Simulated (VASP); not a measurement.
# A VASP study of YB6 (LDA): structure first, properties next

Aim: relax YB6, then compute properties on the relaxed cell. The steps: relaxing cell and atoms (LDA), second relaxation, single point with fields (LDA), band structure (LDA), density of states (LDA), zone-centre phonons (LDA), volume scan with LDA, fit for LDA and relaxing the atoms (LDA), changed input. The start is a computed cell from the Materials Project.

Main program and level: VASP 6.6.1; LDA; plane waves and PAW (Y_sv, B).

### Step 1. The starting structure

Before any relaxation, the start is as follows. The structure is cubic, space group Pm-3m (No. 221). The conventional cell has a = 4.090 Å, b = 4.090 Å, c = 4.090 Å, α = 90.00°, β = 90.00°, γ = 90.00°. Y has 24 B at 3.00 Å nearest. Nearest to B lie 6 B at 1.63 to 2.46 Å and 4 Y at 3.00 Å. Farther neighbours are not listed.

Coordinates:

```xyz
7
Lattice="4.0898 0.0000 0.0000 0.0000 4.0898 0.0000 0.0000 0.0000 4.0898" Properties=species:S:1:pos:R:3 pbc="T T T"
Y     0.0000    0.0000    0.0000
B     3.2765    2.0449    2.0449
B     0.8133    2.0449    2.0449
B     2.0449    2.0449    3.2765
B     2.0449    2.0449    0.8133
B     2.0449    0.8133    2.0449
B     2.0449    3.2765    2.0449
```

### Step 2. Relaxing cell and atoms (LDA)

Properties are meant for the cell that this level of theory prefers, so cell and atoms are relaxed first (ISIF = 3) until forces and stress are small; EDIFFG sets the threshold. LDA, the lowest rung, knows the local density alone.

File INCAR:

```
SYSTEM = YB6
PREC = Accurate
ENCUT = 420
EDIFF = 1E-06
NELM = 100
ISMEAR = 0
SIGMA = 0.05
LREAL = .FALSE.
ALGO = Normal
GGA = CA
NBANDS = 21
LASPH = .TRUE.
LORBIT = 11
LWAVE = .FALSE.
LCHARG = .FALSE.
KPAR = 4
IBRION = 2
NSW = 60
ISIF = 3
EDIFFG = -0.01
```

File POSCAR:

```
YB6
1.0
    4.0897680800      0.0000000000      0.0000000000
    0.0000000000      4.0897680800      0.0000000000
    0.0000000000      0.0000000000      4.0897680800
Y B
1 6
Direct
    0.0000000000      0.0000000000      0.0000000000
    0.8011341200      0.5000000000      0.5000000000
    0.1988658800      0.5000000000      0.5000000000
    0.5000000000      0.5000000000      0.8011341200
    0.5000000000      0.5000000000      0.1988658800
    0.5000000000      0.1988658800      0.5000000000
    0.5000000000      0.8011341200      0.5000000000
```

File KPOINTS:

```
Automatic mesh
0
Gamma
6 6 6
0 0 0
```

Potentials, in the order of the species: Y_sv and B (LDA family, release 64).

Run with:

```console
> mpirun -np 4 vasp_std
```

Log:

```text
[banner, memory and clock lines left out]
running    4 mpi-ranks, on    1 nodes
 distrk:  each k-point on    1 cores,    4 groups
 distr:  one band on    1 cores,    1 groups

 POSCAR found type information on POSCAR Y B
 POSCAR found :  2 types and       7 ions
 LDA part: xc-table for (Slater(with rela. corr.)+CA(PZ))
 , standard interpolation
 POSCAR, INCAR and KPOINTS ok, starting setup
 FFT: planning ... GRIDC
 FFT: planning ... GRID_SOFT
 FFT: planning ... GRID
 WAVECAR not read
 entering main loop
       N       E                     dE             d eps       ncg     rms          rms(c)
DAV:   1     0.707433632927E+02    0.70743E+02   -0.12321E+04   840   0.108E+03
DAV:   2    -0.590171651963E+02   -0.12976E+03   -0.12529E+03  1071   0.242E+02
DAV:   3    -0.638515896698E+02   -0.48344E+01   -0.47912E+01  1307   0.401E+01
DAV:   4    -0.639379344920E+02   -0.86345E-01   -0.86172E-01  1158   0.454E+00
DAV:   5    -0.639406153170E+02   -0.26808E-02   -0.26804E-02  1215   0.604E-01    0.148E+01
DAV:   6    -0.554922531783E+02    0.84484E+01   -0.13479E+01  1090   0.219E+01    0.132E+01
DAV:   7    -0.545865467064E+02    0.90571E+00   -0.69312E+00  1168   0.119E+01    0.124E+01
DAV:   8    -0.549902095527E+02   -0.40366E+00   -0.32872E+00   999   0.931E+00    0.397E+00
DAV:   9    -0.545627388686E+02    0.42747E+00   -0.16211E+00  1023   0.619E+00    0.317E-01
DAV:  10    -0.545671039970E+02   -0.43651E-02   -0.77132E-02  1086   0.152E+00    0.935E-01
DAV:  11    -0.545670323551E+02    0.71642E-04   -0.22127E-03  1150   0.253E-01    0.425E-01
DAV:  12    -0.545667595642E+02    0.27279E-03   -0.82496E-04  1061   0.153E-01    0.163E-01
DAV:  13    -0.545667383568E+02    0.21207E-04   -0.11877E-04  1075   0.625E-02    0.412E-02
DAV:  14    -0.545667388704E+02   -0.51354E-06   -0.41541E-06  1015   0.118E-02
   1 F= -.54566739E+02 E0= -.54566106E+02  d E =-.545667E+02
 curvature:   0.00 expect dE= 0.000E+00 dE for cont linesearch  0.000E+00
 trial: gam= 0.00000 g(F)=  0.893E-02 g(S)=  0.142E+00 ort = 0.000E+00 (trialstep = 0.100E+01)
 search vector abs. value=  0.151E+00
 bond charge predicted
       N       E                     dE             d eps       ncg     rms          rms(c)
DAV:   1    -0.548064780448E+02   -0.23974E+00   -0.61504E+00  1049   0.174E+01    0.343E+00
DAV:   2    -0.546299949529E+02    0.17648E+00   -0.46821E-01  1121   0.424E+00    0.166E+00
DAV:   3    -0.545733945340E+02    0.56600E-01   -0.32180E-01  1252   0.277E+00    0.183E+00
DAV:   4    -0.545742675412E+02   -0.87301E-03   -0.13609E-02   997   0.645E-01    0.164E+00
DAV:   5    -0.545787607819E+02   -0.44932E-02   -0.14739E-02  1124   0.669E-01    0.555E-01
DAV:   6    -0.545785430929E+02    0.21769E-03   -0.11216E-03  1005   0.185E-01    0.195E-01
DAV:   7    -0.545785187851E+02    0.24308E-04   -0.12474E-04  1376   0.552E-02    0.708E-02
DAV:   8    -0.545785537306E+02   -0.34946E-04   -0.99920E-05  1351   0.312E-02    0.283E-02
DAV:   9    -0.545785544150E+02   -0.68439E-06   -0.77937E-06  1135   0.149E-02
   2 F= -.54578554E+02 E0= -.54577927E+02  d E =-.118155E-01
[...]
3 F= -.54608895E+02 E0= -.54608266E+02  d E =-.421563E-01
[...]
4 F= -.54599636E+02 E0= -.54598927E+02  d E =0.925915E-02
 trial-energy change:    0.009259  1 .order    0.009731   -0.021630    0.041092
 step:   0.3230(harm=  0.3136)  dis= 0.00390  next Energy=   -54.612758 (dE=-0.386E-02)
 bond charge predicted
       N       E                     dE             d eps       ncg     rms          rms(c)
DAV:   1    -0.546218805754E+02   -0.22245E-01   -0.64074E-01   958   0.489E+00    0.674E-01
DAV:   2    -0.546146052697E+02    0.72753E-02   -0.26156E-02   988   0.108E+00    0.308E-01
DAV:   3    -0.546125281723E+02    0.20771E-02   -0.12015E-02  1153   0.591E-01    0.268E-01
DAV:   4    -0.546126293302E+02   -0.10116E-03   -0.87852E-04  1055   0.157E-01    0.228E-01
DAV:   5    -0.546127546307E+02   -0.12530E-03   -0.21133E-04  1316   0.683E-02    0.254E-02
DAV:   6    -0.546127489671E+02    0.56636E-05   -0.28735E-05  1013   0.283E-02    0.115E-02
DAV:   7    -0.546127491996E+02   -0.23250E-06   -0.79758E-06  1124   0.149E-02
   5 F= -.54612749E+02 E0= -.54612120E+02  d E =-.385407E-02
 curvature:  -0.18 expect dE=-0.134E-05 dE for cont linesearch -0.154E-06
 trial: gam= 0.00080 g(F)=  0.555E-06 g(S)=  0.684E-05 ort = 0.153E-03 (trialstep = 0.792E+00)
 search vector abs. value=  0.765E-05
 reached required accuracy - stopping structural energy minimisation
```

Elapsed: 23 s, on 4 MPI ranks of Intel Xeon 6975P-C (Granite Rapids), shared host; peak memory 0.64 GiB; 88 s of CPU time.

The logs omit lines about the potential files and the build; timing stands in the text.

From OUTCAR (step 2):

```text
ion  position               nearest neighbor table
   1  0.000  0.000  0.000-   2 3.00   3 3.00   4 3.00   5 3.00   6 3.00   7 3.00   2 3.00   3 3.00
                             6 3.00   7 3.00   2 3.00   3 3.00   4 3.00   5 3.00   2 3.00   3 3.00
   2  0.801  0.500  0.500-   3 1.63   4 1.74   5 1.74   6 1.74   7 1.74   1 3.00   1 3.00   1 3.00
                             1 3.00
   3  0.199  0.500  0.500-   2 1.63   4 1.74   5 1.74   6 1.74   7 1.74   1 3.00   1 3.00   1 3.00
                             1 3.00
   4  0.500  0.500  0.801-   5 1.63   3 1.74   2 1.74   6 1.74   7 1.74   1 3.00   1 3.00   1 3.00
                             1 3.00
   5  0.500  0.500  0.199-   4 1.63   3 1.74   2 1.74   6 1.74   7 1.74   1 3.00   1 3.00   1 3.00
                             1 3.00
   6  0.500  0.199  0.500-   7 1.63   3 1.74   4 1.74   5 1.74   2 1.74   1 3.00   1 3.00   1 3.00
                             1 3.00
   7  0.500  0.801  0.500-   6 1.63   3 1.74   4 1.74   5 1.74   2 1.74   1 3.00   1 3.00   1 3.00
                             1 3.00

  LATTYP: Found a simple cubic cell.
 ALAT       =     4.0897680800

 Subroutine GETGRP returns: Found 48 space group operations
 (whereof 48 operations were pure point group operations)

The static configuration has the point symmetry O_h .

 Found     20 irreducible k-points:

   k-points           NKPTS =     20   k-points in BZ     NKDIM =     20   number of bands    NBANDS=     21

   dimension x,y,z NGX =    28 NGY =   28 NGZ =   28
   dimension x,y,z NGXF=    56 NGYF=   56 NGZF=   56

   ENCUT  =  420.0 eV  30.87 Ry    5.56 a.u.   6.83  6.83  6.83*2*pi/ulx,y,z

   NELECT =      29.0000    total number of electrons

 k-points in reciprocal lattice and weights: Automatic mesh
   0.00000000  0.00000000  0.00000000       0.005
   0.16666667  0.00000000  0.00000000       0.028
   0.33333333  0.00000000  0.00000000       0.028
   0.50000000  0.00000000  0.00000000       0.014
   0.16666667  0.16666667  0.00000000       0.056
   0.33333333  0.16666667  0.00000000       0.111
   0.50000000  0.16666667  0.00000000       0.056
   0.33333333  0.33333333  0.00000000       0.056
   0.50000000  0.33333333  0.00000000       0.056
[...]
0.50000000  0.50000000  0.33333333       0.028
   0.50000000  0.50000000  0.50000000       0.005

 average (electrostatic) potential at core
       1 -35.1892       2 -31.0092       3 -31.0092       4 -31.0092       5 -31.0092
       6 -31.0092       7 -31.0092

 E-fermi :   6.8331

 k-point     1 :       0.0000    0.0000    0.0000
  band No.  band energies     occupation
    ...
     10      -0.2454      2.00000
     11      -0.2454      2.00000
     12       4.7608      2.00000
     13       4.7608      2.00000
     14       4.7608      2.00000
     15       7.8477      0.00000
     16       7.8477      0.00000
     17       7.9250      0.00000
     18       7.9250      0.00000
     19       7.9250      0.00000
    ...

 k-point     2 :       0.1667    0.0000    0.0000
  band No.  band energies     occupation
    ...
     11       0.9747      2.00000
     12       4.0806      2.00000
     13       4.0806      2.00000
     14       4.8966      2.00000
     15       6.0404      2.00000
     16       8.1060      0.00000
     17       8.6887      0.00000
     18       8.6887      0.00000
     19       9.5200      0.00000
     20       9.6637      0.00000
    ...

 k-point     3 :       0.3333    0.0000    0.0000
  band No.  band energies     occupation
    ...
     11       2.6151      2.00000
     12       3.1858      2.00000
     13       3.1858      2.00000
     14       4.6500      2.00000
     15       5.2269      2.00000
     16       8.3238      0.00000
     17       8.3238      0.00000
     18       8.7306      0.00000
     19       8.7411      0.00000
     20      10.0223      0.00000
    ...

  Total       -0.0181839     -0.0181839     -0.0181839     -0.0000000      0.0000000     -0.0000000
  in kB       -0.4407535     -0.4407535     -0.4407535     -0.0000000      0.0000000     -0.0000000
  external PRESSURE =      -0.4407535 kB  Pullay stress =       0.0000000 kB

  energy-cutoff  :      420.00
  volume of cell :       66.10
      direct lattice vectors                 reciprocal lattice vectors
     4.043279424 -0.000000000 -0.000000000     0.247323990  0.000000000  0.000000000
    -0.000000000  4.043279424  0.000000000     0.000000000  0.247323990  0.000000000
    -0.000000000 -0.000000000  4.043279424     0.000000000 -0.000000000  0.247323990

 POSITION                                       TOTAL-FORCE (eV/Angst)
 -----------------------------------------------------------------------------------
      0.00000      0.00000      0.00000        -0.000000      0.000000      0.000000
      3.23856      2.02164      2.02164        -0.001385      0.000000      0.000000
      0.80472      2.02164      2.02164         0.001385     -0.000000     -0.000000
      2.02164      2.02164      3.23856         0.000000      0.000000     -0.001385
      2.02164      2.02164      0.80472        -0.000000     -0.000000      0.001385
      2.02164      0.80472      2.02164        -0.000000      0.001385      0.000000
      2.02164      3.23856      2.02164         0.000000     -0.001385     -0.000000
 -----------------------------------------------------------------------------------
    total drift:                                0.000000      0.000000      0.000000

  FREE ENERGIE OF THE ION-ELECTRON SYSTEM (eV)
  ---------------------------------------------------
  free  energy   TOTEN  =       -54.6127491996 eV

  energy  without entropy=      -54.6114904949  energy(sigma->0) =      -54.61211985

 reached required accuracy - stopping structural energy minimisation

 total charge
# of ion       s       p       d       f       tot
--------------------------------------------------
    1        2.107   6.205   0.943   0.061   9.315
    2        0.707   1.448   0.000   0.000   2.155
    3        0.707   1.448   0.000   0.000   2.155
    4        0.707   1.448   0.000   0.000   2.155
    5        0.707   1.448   0.000   0.000   2.155
    6        0.707   1.448   0.000   0.000   2.155
    7        0.707   1.448   0.000   0.000   2.155
--------------------------------------------------
tot          6.349  14.892   0.943   0.061  22.245

[... 3 further parts left out ...]
```

CONTCAR:

```
YB6
   1.00000000000000
     4.0432794235476726   -0.0000000000000000   -0.0000000000000000
    -0.0000000000000000    4.0432794235476726    0.0000000000000000
    -0.0000000000000000   -0.0000000000000000    4.0432794235476726
  Y               B
     1     6
Direct
     0.0000000000000000    0.0000000000000000    0.0000000000000000
     0.8009732135132051    0.5000000000000000    0.5000000000000000
     0.1990267864867949    0.5000000000000000    0.5000000000000000
     0.5000000000000000    0.5000000000000000    0.8009732135132051
     0.5000000000000000    0.5000000000000000    0.1990267864867949
     0.5000000000000000    0.1990267864867949    0.5000000000000000
     0.5000000000000000    0.8009732135132051    0.5000000000000000
```

This run has no spin polarisation. Its electron count is odd, so without a moment it is a metal by construction. The run keeps the 48 symmetry operations of its start, so it cannot find a distortion of lower symmetry.

Step by step:

```tsv
step	energy less that of the first step (eV)	largest force (eV/Å)	pressure (GPa)	volume (Å³)
1	0.0000	0.1756	-6.14	68.41
2	-0.0118	0.7070	4.48	64.77
3	-0.0422	0.2775	-0.64	66.40
4	-0.0329	0.5319	1.17	65.56
5	-0.0460	0.0014	-0.04	66.10
```

```tsv
conventional cell, symmetrised	before	after	change
a (Å)	4.090	4.043	-1.1 %
b (Å)	4.090	4.043	-1.1 %
c (Å)	4.090	4.043	-1.1 %
volume (Å³/atom)	9.77	9.44	-3.4 %
```

The relaxed structure:

```xyz
7
Lattice="4.0433 0.0000 0.0000 0.0000 4.0433 0.0000 0.0000 0.0000 4.0433" Properties=species:S:1:pos:R:3 pbc="T T T"
Y     0.0000    0.0000    0.0000
B     3.2386    2.0216    2.0216
B     0.8047    2.0216    2.0216
B     2.0216    2.0216    3.2386
B     2.0216    2.0216    0.8047
B     2.0216    0.8047    2.0216
B     2.0216    3.2386    2.0216
```

Numbers from this step:

```
electrons                       : 29
bands                           : 21
irreducible k-points            : 20
symmetry operations             : 48
free energy (TOTEN)             : -54.6127 eV
energy at zero smearing         : -54.6121 eV
Fermi energy                    : 6.833 eV
pressure                        : -0.04408 GPa
metallic                        : yes
SCF cycles over all ionic steps : 48
```

It ends with a largest force of 0.001 eV/Å and a pressure of -0.04 GPa.

(Continued in part 2 of 6.)

[Lines on the potential files, build, host, timing and source positions are cut from VASP's logs without a mark.]

[Logs are printed without paths, hosts, clocks, repeated set-up lines and the standing remarks that a program may print on its own settings, such as how far it seeks lower states.]

[Hosts, paths, dates, database ids (printed as entryN), source tags and the programs' standing remarks are cut or masked in the printed files.]

[A measured line is paired with the nearest computed mode of its activity, which favours agreement.]
